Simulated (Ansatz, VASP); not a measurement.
**B3I: VASP beside Ansatz**

The input INCAR:

```
SYSTEM = B3I
PREC = Accurate
ENCUT = 600
EDIFF = 1E-7
ISMEAR = 0
SIGMA = 0.1
LREAL = .FALSE.
LASPH = .TRUE.
NELM = 100
ALGO = Normal
ISIF = 3
LWAVE = .FALSE.
LCHARG = .FALSE.
GGA = PE
IBRION = 2
NSW = 90
EDIFFG = -0.04
```

File KPOINTS:

```
regular mesh
0
G
  6 6 6
  0 0 0
```

File POSCAR:

```
B3I
1.0
   -1.9092709712      1.9092709712      4.2648650266
    1.9092709712     -1.9092709712      4.2648650266
    1.9092709712      1.9092709712     -4.2648650266
B I
3 1
Direct
    0.5000000000      0.5000000000      0.0000000000
    0.2500000000      0.7500000000      0.5000000000
    0.7500000000      0.2500000000      0.5000000000
    0.0000000000      0.0000000000      0.0000000000
```

Input for Ansatz:

```yaml
crystal:
  lattice:
    - [-1.9092709712, 1.9092709712, 4.2648650266]
    - [1.9092709712, -1.9092709712, 4.2648650266]
    - [1.9092709712, 1.9092709712, -4.2648650266]
  atoms:
    - { symbol: B, position: [0.5, 0.5, 0.0] }
    - { symbol: B, position: [0.25, 0.75, 0.5] }
    - { symbol: B, position: [0.75, 0.25, 0.5] }
    - { symbol: I, position: [0.0, 0.0, 0.0] }
basis:
  ecutwfc: 420
kpoints:
  mp_grid: { grid: [6, 6, 6] }
hamiltonian:
  xc: pbe
scf:
  occupations: { method: gaussian, width: 0.1 }
  lower_state_search: "off"
output:
  forces: true
  stress: true
  eigenvalues: true
relax:
  adjacent_minimum: "off"
  f_tol: 0.04
  max_steps: 70
  cell: { stress_tol: 0.4 }
```

Alike in both runs: task relaxation of cell and atoms; functional PBE; k mesh 6 × 6 × 6; occupations gaussian, width 0.1 eV; no spin polarisation.

|  | VASP | Ansatz |
| --- | --- | --- |
| version | VASP 6.6.1 | Ansatz 0.2.0 |
| potentials or method | VASP PAW PBE potentials, release 64 (B, I) | scalar-relativistic, plane waves, PAW |
| plane-wave cutoff (eV) | 600 | 420 |
| valence electrons in the cell | 16 | 26 |

```csv
,VASP,Ansatz,Ansatz less VASP
"gap on the k mesh at the Fermi level, each at its own relaxed structure (eV)",none,none,-
relaxed volume (Å³/atom),14.61,14.56,-0.043
relaxed cell length with the largest relative difference (Å),6.280,6.267,-0.0132
energy change over the relaxation (meV/atom),-325,-323,+1.7
```

A gap of «none» marks a metal or a gap that the smearing closes. The two sets of potentials don't hold the same shells in valence.

Caveats: the k mesh is coarse (spacing up to 0.39 Å⁻¹), so the values aren't converged. The runs have no spin-orbit coupling, so splittings on I are missing.
